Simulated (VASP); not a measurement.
Write the native input for VASP 6.6.1 that does the following.

* Task: electric field gradients
* Functional: LDA
* Potentials or basis: VASP PAW LDA potentials, release 64 (In_d, Pd)
* Cutoff: 520 eV
* k mesh: 13 × 13 × 13
* Occupations: fermi-dirac, width 0.03 eV
* Spin: no spin polarisation
* Dipole correction: no
* Further INCAR settings: ALGO = Fast; EDIFF = 1e-08; NBANDS = 18

The structure of InPd lies in POSCAR:

```
InPd
1.0
    3.2056610580      0.0000000000      0.0000000000
    0.0000000000      3.2056610580      0.0000000000
    0.0000000000      0.0000000000      3.2056610580
In Pd
1 1
Direct
    0.0000000000      0.0000000000      0.0000000000
    0.5000000000      0.5000000000      0.5000000000
```

The cell comes from a database or a generator and needn't be the stable form of this composition.

The cell isn't the ideal one: volume scaled by 0.9405, crystal datasets.

These files were run (other wordings do the same):

INCAR

```
ALGO = Fast ; EDIFF = 1E-8
ENCUT = 520 ; GGA = CA
ISIF = 2 ; ISMEAR = -1
LASPH = True ; LCHARG = False
LEFG = True ; LREAL = False
LWAVE = False ; NBANDS = 18
NELM = 80 ; PREC = Accurate
SIGMA = 0.03
```

KPOINTS

```
k-points
0
Gamma
  13 13 13
```

Potentials or basis: VASP PAW LDA potentials, release 64 (In_d, Pd).

Run with:

```sh
$ cat potpaw_LDA.64/In_d/POTCAR potpaw_LDA.64/Pd/POTCAR > POTCAR
$ mpirun -np 1 vasp_std > vasp.out
```

It gave:

```
Pressure               : 1.8 GPa
Band gap on the k mesh : none (metal or under the smearing width)
```

Run time: 35 s on 1 thread of Intel(R) Xeon(R) Platinum 8259CL CPU @ 2.50GHz (Skylake/Cascade Lake), on a shared host, peak memory 0.16 GiB.
